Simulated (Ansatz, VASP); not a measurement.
## HfO2 in two plane-wave programs

Wanted: the spread between two codes on one cell, functional and k mesh. The structure shown is the start of the Ansatz relaxation below; VASP solves that cell, so the two are compared at the walk's first step.

Calculated with Ansatz 0.2.0; plane waves, with VASP 6.6.1 beside it; single point at LDA.

## 1. Set-up

The structure is monoclinic, space group P2_1/c (No. 14). The conventional cell has a = 4.947 Å, b = 5.038 Å, c = 5.261 Å, α = 90.00°, β = 99.19°, γ = 90.00°. Nearest to O lie 4 Hf at 2.09 to 2.20 Å. Nearest to O lie 3 Hf at 1.99 to 2.12 Å. Nearest to Hf lie 7 O at 1.99 to 2.20 Å. Farther neighbours and most contacts between anions are not listed.

## 2. Ansatz: relaxation, LDA

Ansatz runs on its PAW soft_1 files.

The two programs are compared at the cell with which this relaxation starts, whose forces are those of its first step.

input.yaml

```yaml
crystal:
  lattice:
    - [4.9468385938, 0.0, -0.0049117974]
    - [0.0, 5.037819093, 0.0]
    - [-0.8346371496, 0.0, 5.1944737833]
  atoms:
    - { symbol: O, position: [0.4439440016, 0.758686194, 0.4804061749] }
    - { symbol: O, position: [0.5560559984, 0.258686194, 0.0195938251] }
    - { symbol: O, position: [0.5560559984, 0.241313806, 0.5195938251] }
    - { symbol: O, position: [0.4439440016, 0.741313806, 0.9804061749] }
    - { symbol: O, position: [0.072570225, 0.3379249465, 0.3416593625] }
    - { symbol: O, position: [0.927429775, 0.8379249465, 0.1583406375] }
    - { symbol: O, position: [0.927429775, 0.6620750535, 0.6583406375] }
    - { symbol: O, position: [0.072570225, 0.1620750535, 0.8416593625] }
    - { symbol: Hf, position: [0.2786578711, 0.0428030032, 0.2086429131] }
    - { symbol: Hf, position: [0.7213421289, 0.5428030032, 0.2913570869] }
    - { symbol: Hf, position: [0.7213421289, 0.9571969968, 0.7913570869] }
    - { symbol: Hf, position: [0.2786578711, 0.4571969968, 0.7086429131] }
kpoints:
  mp_grid: { grid: [4, 4, 4] }
hamiltonian:
  xc: lda
  pseudopotentials: { kind: paw, azcp: { folder: soft_1 }, xc_functional: pbe }
scf:
  occupations: { method: fixed }
output:
  forces: true
  stress: true
  eigenvalues: true
relax:
  adjacent_minimum: "off"
  f_tol: 0.001
  max_steps: 60
  cell: { stress_tol: 0.01, fix: [a, b, gamma] }
```

Command:

```bash
$ ansatz run input.yaml --threads 8 --pin off --max-ram 20480MiB --backend cpu --events-out ev --progress --plain --runs-dir out
```

Numbers of over 12 decimals in the logs are rounded to 6 here.

The log of the run:

```text
Engine: ansatz 0.2.0, aarch64-unknown-linux-gnu
Pseudopotentials: kind: paw
Pseudopotential: O, paw, valence charge 6, recommended cutoff 420 eV (normal), soft_1/O.paw.azcp
Pseudopotential: Hf, paw, valence charge 26, recommended cutoff 420 eV (normal), soft_1/Hf.paw.azcp
Functional definition: SPW92
  exchange = slater_x
  correlation = pw_c
Crystal: 12 atoms, lattice volume = 129.432 Å³
Basis set: ecut = 420 eV, 2535 PW (Γ)
Bands: 92, of which v1, the nominal top of the filled ones, is band 76 counted from 1 (75 counted from 0)
Symmetry: 4 space group operations
Space group: P21/c (ITA 14), of the structure as read, at distance tolerance 5.1e-5 Å
k-points: 30 of 64
Non-local potential: O, projectors of the file, l = 0: 2, l = 1: 2, l = 2: 1
Non-local potential: Hf, projectors of the file, l = 0: 3, l = 1: 2, l = 2: 2, l = 3: 3
PAW form: soft (Blöchl's): semilocal exchange-correlation on the pseudo side does not see the compensation charge
PAW frozen core: O, regenerated for the run's functional, and the local potential with it (the file was generated under x = pbe(κ = 0.804, μ = 0.219515), c = pbe(β = 0.066725))
PAW frozen core: Hf, regenerated for the run's functional, and the local potential with it (the file was generated under x = pbe(κ = 0.804, μ = 0.219515), c = pbe(β = 0.066725))
PAW one-centre angular grid: O, 110 points (default); XC on 64 Gauss nodes
PAW one-centre angular grid: Hf, 590 points (default); XC on 64 Gauss nodes
Initial density: superposition of atomic densities (chi_scale 0.1, normalization cell, long waves kept (reshape's long-wave potential 0.02 eV rms))
Initial wavefunctions: pseudopotential atomic-orbital guess
Functional: x = slater, c = lda
SCF iter   1: F=—  HF=-66378.605095 eV  |F-HF|=—  |Δ(HF+E_count)|=         —  Δρ=9.41e-2  dr2=9.88e0  ethr=3.10e-3  ⟨swp⟩=4.9  Hψ=7860  notcnv=0  defer=384
preconditioner: auto → Resta (q_TF=auto, 2.802 Å⁻¹)  ε∞=5.0  [insulator: Δε(μ)=3.090 eV  Ē_g=19.509 eV  n_scr=44 (ndim 8)  ℏωp=39.2 eV  f_vac=0.001  ε∞_Penn≈5.0]
SCF iter   2: F=—  HF=-66376.095490 eV  |F-HF|=—  |Δ(HF+E_count)|=    2.51e0  Δρ=4.32e-2  dr2=2.37e0  ethr=3.10e-3  ⟨swp⟩=2.4  Hψ=5526  notcnv=0  defer=349
SCF iter   3: F=—  HF=-66375.286382 eV  |F-HF|=—  |Δ(HF+E_count)|=   8.09e-1  Δρ=2.27e-2  dr2=7.03e-1  ethr=1.56e-3  ⟨swp⟩=2.0  Hψ=4281  notcnv=0  defer=413
SCF iter   4: F=—  HF=-66375.032975 eV  |F-HF|=—  |Δ(HF+E_count)|=   2.53e-1  Δρ=8.06e-3  dr2=6.31e-2  ethr=4.63e-4  ⟨swp⟩=3.0  Hψ=4859  notcnv=0  defer=417
SCF iter   5: F=—  HF=-66375.052685 eV  |F-HF|=—  |Δ(HF+E_count)|=   1.97e-2  Δρ=4.29e-3  dr2=2.25e-2  ethr=4.15e-5  ⟨swp⟩=2.0  Hψ=4541  notcnv=0  defer=419
SCF iter   6: F=—  HF=-66375.041369 eV  |F-HF|=—  |Δ(HF+E_count)|=   1.13e-2  Δρ=8.41e-4  dr2=8.32e-4  ethr=1.48e-5  ⟨swp⟩=2.0  Hψ=4817  notcnv=0  defer=420
SCF iter   7: F=—  HF=-66375.042564 eV  |F-HF|=—  |Δ(HF+E_count)|=   1.20e-3  Δρ=4.77e-4  dr2=2.56e-4  ethr=5.47e-7  ⟨swp⟩=2.0  Hψ=4804  notcnv=0  defer=419
SCF iter   8: F=—  HF=-66375.042542 eV  |F-HF|=—  |Δ(HF+E_count)|=   2.20e-5  Δρ=2.67e-4  dr2=6.69e-5  ethr=1.69e-7  ⟨swp⟩=2.0  Hψ=4723  notcnv=0  defer=317
SCF iter   9: F=—  HF=-66375.042541 eV  |F-HF|=—  |Δ(HF+E_count)|=   9.71e-7  Δρ=5.55e-5  dr2=3.68e-6  ethr=4.40e-8  ⟨swp⟩=2.0  Hψ=4424  notcnv=0  defer=317
SCF iter  10: F=—  HF=-66375.042541 eV  |F-HF|=—  |Δ(HF+E_count)|=   4.46e-7  Δρ=1.12e-5  dr2=1.68e-7  ethr=2.42e-9  ⟨swp⟩=2.1  Hψ=3789  notcnv=0  defer=317
SCF iter  11: F=-66375.042541 eV  HF=-66375.042541 eV  |F-HF|=1.46e-10  |Δ(HF+E_count)|=   2.35e-8  Δρ=2.87e-6  dr2=1.01e-8  ethr=6.58e-11  ⟨swp⟩=13.1  Hψ=15369  notcnv=0
SCF 1 converged in 11 iterations: F = -66375.042541 eV  dr2 = 1.01e-8
  greatest PAW one-centre occupation: 0.999 electrons in one spin orbital (limit 2), on the Hf atom at site 11 (counted from 0), in its partial waves of l = 3
relax step   1: F+E_penalty+E_count = -66375.04254147 eV  Δ(F+E_penalty+E_count) = +0.000e0 eV  max|allowed force component| = 2.046e-1 eV/Å  Δτ_max = 0.0000 Å  P = +9.141 GPa  Ω = 129.432 Å³  fix = [a, b, gamma]  reactions: a +11.511, b +12.283 GPa  (11 SCF iters, dr2 threshold 1.00e-7 eV, accepted)
Crystal: 12 atoms, lattice volume = 130.802 Å³
Basis set: ecut = 420 eV, 2567 PW (Γ)
Initial density: handed on by an earlier stage of this run
Initial wavefunctions: those handed on with the density
iter 1 solved again at ethr=5.98e-6 eV; its pass at ethr=3.10e-3 eV (dr2=9.08e-3 eV) is discarded
SCF iter   1: F=—  HF=-66375.055150 eV  |F-HF|=—  |Δ(HF+E_count)|=         —  Δρ=3.29e-3  dr2=9.31e-3  ethr=5.98e-6  ⟨swp⟩=2.0  Hψ=10398  notcnv=0  defer=420
preconditioner: auto → Resta (q_TF=auto, 2.797 Å⁻¹)  ε∞=5.5  [insulator: Δε(μ)=3.927 eV  Ē_g=18.286 eV  n_scr=44 (ndim 8)  ℏωp=39.0 eV  f_vac=0.065  ε∞_Penn≈5.5]
[...]
preconditioner: auto → Resta (q_TF=auto, 2.797 Å⁻¹)  ε∞=5.5  [insulator: Δε(μ)=3.966 eV  Ē_g=18.304 eV  n_scr=44 (ndim 8)  ℏωp=39.0 eV  f_vac=0.063  ε∞_Penn≈5.5]
SCF iter   2: F=—  HF=-66375.062564 eV  |F-HF|=—  |Δ(HF+E_count)|=   1.05e-5  Δρ=1.82e-5  dr2=2.03e-8  ethr=5.42e-11  ⟨swp⟩=3.8  Hψ=6909  notcnv=0  defer=352
SCF iter   3: F=—  HF=-66375.062564 eV  |F-HF|=—  |Δ(HF+E_count)|=   2.18e-7  Δρ=8.82e-6  dr2=5.02e-9  ethr=1.33e-11  ⟨swp⟩=2.0  Hψ=3941  notcnv=0  defer=352
SCF iter   4: F=—  HF=-66375.062564 eV  |F-HF|=—  |Δ(HF+E_count)|=   6.64e-8  Δρ=6.25e-7  dr2=4.96e-10  ethr=3.30e-12  ⟨swp⟩=2.0  Hψ=3286  notcnv=0  defer=352
SCF iter   5: F=—  HF=-66375.062564 eV  |F-HF|=—  |Δ(HF+E_count)|=  8.73e-11  Δρ=5.19e-7  dr2=2.00e-10  ethr=1.00e-12  ⟨swp⟩=1.9  Hψ=4318  notcnv=0  defer=352
SCF iter   6: F=—  HF=-66375.062564 eV  |F-HF|=—  |Δ(HF+E_count)|=  1.60e-10  Δρ=8.59e-8  dr2=9.07e-12  ethr=1.00e-12  ⟨swp⟩=1.0  Hψ=2446  notcnv=0  defer=352
SCF iter   7: F=-66375.062564 eV  HF=-66375.062564 eV  |F-HF|=0.00e0  |Δ(HF+E_count)|=    0.00e0  Δρ=3.97e-8  dr2=1.39e-12  ethr=1.00e-12  ⟨swp⟩=14.3  Hψ=18479  notcnv=0
SCF 9 converged in 7 iterations: F = -66375.062564 eV  dr2 = 1.39e-12
relax step   9: F+E_penalty+E_count = -66375.06256384 eV  Δ(F+E_penalty+E_count) = -2.876e-4 eV  max|allowed force component| = 4.758e-4 eV/Å  Δτ_max = 0.0000 Å  P = +6.203 GPa  Ω = 130.791 Å³  fix = [a, b, gamma]  reactions: a +8.761, b +9.845 GPa  stress off target by 5.88e-3 GPa on what of the cell is left free  SCF on the basis re-selected at this cell (its energy is not comparable with the rows above)  (7 SCF iters)
basis re-selected at this cell: Δ(F+E_penalty+E_count) = -2.876e-4 eV, ΔP = +0.002 GPa vs the last step (what re-selecting the basis moved, of the pressure what is left beyond the Pulay correction that the steps carried, after the strain that the cell walked since its last selection, with what the two solves' SCF thresholds leave and, on support functions, any second-order correction that the steps lacked; it is no m [...]
SCF converged after 7 iterations
Free energy (F): -66375.062564 eV
Harris-Foulkes:  -66375.062564 eV  (|F-HF|=0.00e0)
Internal energy: -66375.062564 eV  (E = F + TS)
E sigma→0 (E₀):  -66375.062564 eV
Fermi energy:    13.536125 eV
--- Per-component energies (eV) ---
  E_band       = -51.520869
  E_kinetic    = 2984.467501
  E_local      = -28972.127648  (includes V_loc(G=0)·N_el)
  E_nonlocal   = 751.489756
  E_hartree    = 13794.261026
  E_xc         = -1625.071692
  E_vxc        = -1749.863472  (∫ρ·V_xc dr)
  E_paw        = -31050.558264  (= ΣΔE_a)
  E_vpaw       = -654.015797  (= ΣTr[D̂ρ^β])
  E_aug_tail   = 0.006797  (compensation charges beyond the density's cutoff)
  E_ewald      = -22268.133764
  E_core_change = 10.603724  (= ΣΔE_core)
  E_smearing   = -0.000000  (= −TS)
  E_closure    = -0.000000  (closes the sum)
  Σ components = -66375.062564   (vs F -66375.062564, Δ=0.00e0)
--- Forces (eV/Å), atoms counted from 1 ---
  atom   1  O      0.00047546     0.00000177    -0.00033698
  atom   2  O     -0.00047546     0.00000177     0.00033698
  atom   3  O     -0.00047546    -0.00000177     0.00033698
  atom   4  O      0.00047546    -0.00000177    -0.00033698
  atom   5  O      0.00026871    -0.00047583     0.00003876
  atom   6  O     -0.00026871    -0.00047583    -0.00003876
  atom   7  O     -0.00026871     0.00047583    -0.00003876
  atom   8  O      0.00026871     0.00047583     0.00003876
  atom   9  Hf     0.00023550    -0.00030257     0.00002547
  atom  10  Hf    -0.00023550    -0.00030257    -0.00002547
  atom  11  Hf    -0.00023550     0.00030257    -0.00002547
  atom  12  Hf     0.00023550     0.00030257     0.00002547
  max |Σ_I F_I| component: 0.00e0 eV/Å
--- Stress (GPa, compression-positive) ---
        8.761435       0.000000       0.000944
        0.000000       9.844571       0.000000
        0.000944       0.000000       0.003372
  P = ⅓ Tr σ = 6.2031 GPa (62.031 kbar)
--- Band table (eV; the first three rows and the last of 30) ---
  k-point 0: bands = [... 72 lower, 12.9961, 13.1703, 13.4777, 13.5361, 18.0711, 18.9330, 18.9782, 19.0495, ... 12 higher]
  k-point 1: bands = [... 72 lower, 12.7662, 13.0958, 13.2576, 13.3584, 18.2136, 18.6351, 18.9359, 19.3923, ... 12 higher]
  k-point 2: bands = [... 72 lower, 12.7279, 12.7279, 13.1510, 13.1510, 18.4425, 18.4425, 19.0717, 19.0717, ... 12 higher]
  k-point 29: bands = [... 72 lower, 12.5593, 12.5593, 12.8623, 12.8623, 18.0778, 18.0778, 18.8346, 18.8346, ... 12 higher]
--- Relaxed structure (7 steps of the walk, 7 accepted, 2 SCFs on fresh bases) ---
  F+E_penalty+E_count = -66375.06256384 eV   max|allowed force component| = 4.758e-4 eV/Å   (the final SCF, on the basis selected at the relaxed cell)
  cell:  # Å, volume = 130.7906 Å³
    - [4.946841, 0.0, -0.00163548]
    - [0, 5.037819093, 0]
    - [-0.831144, 0, 5.248424]
  atoms:
    - { symbol: O, position: [0.441711, 0.758692, 0.479128] }
    - { symbol: O, position: [0.558289, 0.258692, 0.020872] }
    - { symbol: O, position: [0.558289, 0.241308, 0.520872] }
    - { symbol: O, position: [0.441711, 0.741308, 0.979128] }
    - { symbol: O, position: [0.071264, 0.333275, 0.346919] }
    - { symbol: O, position: [0.928736, 0.833275, 0.153081] }
    - { symbol: O, position: [0.928736, 0.666725, 0.653081] }
    - { symbol: O, position: [0.071264, 0.166725, 0.846919] }
    - { symbol: Hf, position: [0.279514, 0.042941, 0.208964] }
    - { symbol: Hf, position: [0.72048567203, 0.542941, 0.291036] }
    - { symbol: Hf, position: [0.720486, 0.957059, 0.791036] }
    - { symbol: Hf, position: [0.279514, 0.457059, 0.708964] }
```

Reading the cycles: dr2 is the Hartree energy of the density residual (eV), the measure of convergence; HF is the Harris–Foulkes estimate of the energy, which meets the free energy F at convergence.

(Continued in part 2 of 3.)

[Lines on the potential files, build, host, timing and source positions are cut from VASP's logs without a mark.]

[Logs are printed without paths, hosts, clocks, repeated set-up lines and the standing remarks that a program may print on its own settings, such as how far it seeks lower states.]

[Hosts, paths, dates, database ids (printed as entryN), source tags and the programs' standing remarks are cut or masked in the printed files.]
